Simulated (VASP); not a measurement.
Crystal: Sn3GeO8.

```
Ge Sn O
1.0
     4.66499    0.00000    0.00000
     0.00000    4.66499    3.14030
     0.00000   -4.66499    3.14030
Ge Sn O
1 3 8
Direct
  0.50000 0.00000 0.50000
  0.50000 0.50000 0.00000
  0.00000 0.00000 0.00000
  0.00000 0.50000 0.50000
  0.19403 0.15299 0.34701
  0.19403 0.65299 0.84701
  0.80597 0.34701 0.15299
  0.80597 0.84701 0.65299
  0.30597 0.15299 0.84701
  0.30597 0.65299 0.34701
  0.69403 0.34701 0.65299
  0.69403 0.84701 0.15299
```

The cell comes from a database or a generator and needn't be the stable form of this composition.

| Property | Result |
| --- | --- |
| Program | VASP 6.6.1 |
| Task | relaxation of cell and atoms |
| Functional | PBEsol |
| Potentials or basis | VASP PAW PBE potentials, release 64 (Ge_d, Sn_d, O) |
| Cutoff | 600 eV |
| k mesh | 3 × 2 × 2 |
| Occupations | gaussian, width 0.02 eV |
| Spin | no spin polarisation |

At the start: pressure 4.1 GPa; volume 11.39 Å³/atom.

Where does the relaxation end?

Over 30 steps the energy falls by 60.4 meV/atom and the volume is 11.45 Å³/atom (+0.5 %); space group C2/m (No. 12, to 0.05 Å).

Step by step:
| step | energy change (eV) | largest force (eV/Å) | pressure (GPa) | volume (Å³) |
| --- | --- | --- | --- | --- |
| 1 | 0.0000 | 2.3791 | 4.06 | 136.68 |
| 2 | -0.5091 | 0.7344 | -6.61 | 142.46 |
| 3 | -0.5699 | 0.5433 | -4.64 | 141.00 |
| 4 | -0.6241 | 0.5489 | 3.61 | 135.59 |
| 5 | -0.6603 | 0.3318 | 0.22 | 137.62 |
| 6 | -0.6811 | 0.3295 | 0.16 | 137.53 |
| 7 | -0.6822 | 0.3584 | 0.16 | 137.51 |
| 8 | -0.6999 | 0.2076 | -0.18 | 137.66 |
| 9 | -0.7089 | 0.3085 | -0.60 | 137.87 |
| 10 | -0.7153 | 0.1032 | 1.00 | 136.98 |
| 11 | -0.7160 | 0.1221 | 0.62 | 137.19 |
| 12 | -0.7188 | 0.0934 | -0.32 | 137.82 |
| 13 | -0.7191 | 0.0623 | -0.17 | 137.69 |
| 14 | -0.7201 | 0.0353 | -0.08 | 137.56 |
| 15 | -0.7202 | 0.0457 | -0.03 | 137.50 |
| 16 | -0.7206 | 0.0387 | 0.10 | 137.40 |
| 17 | -0.7209 | 0.0331 | 0.25 | 137.29 |
| 18 | -0.7209 | 0.0719 | 0.54 | 137.08 |
| 19 | -0.7210 | 0.0500 | 0.40 | 137.19 |
| 20 | -0.7211 | 0.0497 | 0.38 | 137.20 |
| 21 | -0.7215 | 0.0490 | 0.30 | 137.24 |
| 22 | -0.7221 | 0.0477 | 0.14 | 137.32 |
| 23 | -0.7225 | 0.0456 | -0.16 | 137.48 |
| 24 | -0.7231 | 0.0354 | -0.13 | 137.46 |
| 25 | -0.7241 | 0.0303 | -0.03 | 137.40 |
| 26 | -0.7243 | 0.0533 | 0.02 | 137.37 |
| 27 | -0.7246 | 0.0162 | 0.03 | 137.38 |
| 28 | -0.7247 | 0.0197 | 0.03 | 137.38 |
| 29 | -0.7247 | 0.0205 | 0.03 | 137.38 |
| 30 | -0.7248 | 0.0062 | -0.02 | 137.41 |

Final structure:
```yaml
crystal:
  lattice:
    - [4.72367, 0.00971, 0.00000]
    - [0.00985, 4.63905, 3.13524]
    - [-0.00985, -4.63905, 3.13524]
  atoms:
    - { symbol: Ge, position: [0.50000, 0.00000, 0.50000] }
    - { symbol: Sn, position: [0.50000, 0.50000, 0.00000] }
    - { symbol: Sn, position: [0.00000, 0.00000, 0.00000] }
    - { symbol: Sn, position: [0.00000, 0.50000, 0.50000] }
    - { symbol: O, position: [0.20903, 0.14858, 0.35142] }
    - { symbol: O, position: [0.17140, 0.64165, 0.85835] }
    - { symbol: O, position: [0.82860, 0.35835, 0.14165] }
    - { symbol: O, position: [0.79097, 0.85142, 0.64858] }
    - { symbol: O, position: [0.32019, 0.13512, 0.83026] }
    - { symbol: O, position: [0.32019, 0.66974, 0.36488] }
    - { symbol: O, position: [0.67981, 0.33026, 0.63512] }
    - { symbol: O, position: [0.67981, 0.86488, 0.16974] }
```

Caveat: the k mesh is coarse (spacing up to 0.60 Å⁻¹), so the values aren't converged; the PAW data sets were made with another functional, which shifts forces and pressure a little.
